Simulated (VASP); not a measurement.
Input:

```xyz
5
Lattice="4.1590 0.0000 0.0000 0.0000 4.1590 0.0000 0.0000 0.0000 4.1590" Properties=species:S:1:pos:R:3 pbc="T T T"
Ba     0.0000     0.0000     0.0000
Hf     2.0795     2.0795     2.0795
O      2.0795     0.0000     2.0795
O      0.0000     2.0795     2.0795
O      2.0795     2.0795     0.0000
```

Level of theory: AM05 GGA, VASP's PBE PAW potentials (set 64) (plane waves; VASP). Numerical set-up: 520 eV cut-off, Gaussian smearing of 0.050 eV, potentials Ba_sv Hf_pv O.

Unless said otherwise, spin-orbit coupling is left out, though it shifts the bands of the heavy elements here.

### Question
Give the energies of bands 11 to 22 at the high-symmetry points, in eV from the valence-band maximum.

### Answer

```csv
band,Γ,X,M,R
11,-1.67,-4.00,-4.31,-4.48
12,-1.67,-2.11,-3.88,-3.79
13,-1.67,-2.11,-3.81,-3.79
14,-1.00,-1.86,-2.49,-2.54
15,-1.00,-1.76,-2.49,-2.54
16,-1.00,-1.76,-1.00,-2.54
17,-0.20,-1.73,-0.93,0.00
18,-0.20,-0.51,-0.93,0.00
19,-0.20,-0.51,-0.08,0.00
20,3.51,4.08,6.27,6.04
21,3.51,6.37,6.27,6.04
22,3.51,6.37,6.65,6.04
```

The gap is indirect, 3.51 eV, from the valence maximum at R to the conduction minimum at Γ.

The compound is BaHfO3 in the cubic perovskite structure. It was relaxed first.
